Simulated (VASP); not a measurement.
A VASP calculation is set up with these files.

POSCAR:
```
AuAl2
1
    0.0000000000     2.9853400215     2.9853400215
    2.9853400215     0.0000000000     2.9853400215
    2.9853400215     2.9853400215     0.0000000000
Al Au
2 1
Direct
  0.2500000000   0.2500000000   0.2500000000
  0.7500000000   0.7500000000   0.7500000000
  0.0000000000   0.0000000000   0.0000000000
```

### INCAR
```
ISIF = 3
LMAXMIX = 6   ! l cut-off of mixed one-centre charges
LWAVE = .FALSE.
LREAL = .FALSE.
PSTRESS = 100   ! kbar
IBRION = 2
NSW = 40   ! most ionic steps
SYSTEM = AuAl2
PREC = Accurate
GGA = PE   ! PBE
LASPH = .TRUE.
ISMEAR = 1   ! Methfessel-Paxton
EDIFFG = -0.02   ! ionic stop
SIGMA = 0.1   ! width (eV)
LCHARG = .FALSE.
ALGO = Normal
EDIFF = 1E-6   ! SCF stop (eV)
ENCUT = 500
NELM = 100
```

**KPOINTS**
```
Automatic mesh
0
Gamma
9 9 9
0 0 0
```

POTCAR, in this order: Al Au (PBE.64 set). Program: vasp_std.

Problem. Translate this PBE calculation to Ansatz.

Solution. One equivalent input (not run):
Ansatz 0.2 input:
```yaml
crystal:
  lattice:
    - [0.0000000, 2.9853400, 2.9853400]
    - [2.9853400, 0.0000000, 2.9853400]
    - [2.9853400, 2.9853400, 0.0000000]
  atoms:
    - { symbol: Al, position: [0.2500000, 0.2500000, 0.2500000] }
    - { symbol: Al, position: [0.7500000, 0.7500000, 0.7500000] }
    - { symbol: Au, position: [0.0000000, 0.0000000, 0.0000000] }
kpoints:
  mp_grid: { grid: [9, 9, 9] }
hamiltonian:
  xc: pbe
  pseudopotentials: { kind: paw }
scf:
  occupations: { method: methfessel_paxton, width: 0.1 }
  max_iter: 100
relax:
  max_steps: 40
  f_tol: 0.02
  cell: { p_target: 10 }
output: { forces: true, stress: true, eigenvalues: true }
```
The two are equivalent in intent, not identical: each code has its own PAW files, so the cut-off isn't converted (ENCUT is set for VASP's; basis.ecutwfc is left out, and Ansatz then takes the one that its files recommend); Ansatz stops its SCF on the density residual and VASP on the energy change (EDIFF).

The compound is AuAl2 in the fluorite structure. This run relaxes it under an external pressure of 10 GPa. Symmetry was kept, so distortions that lower it aren't found.
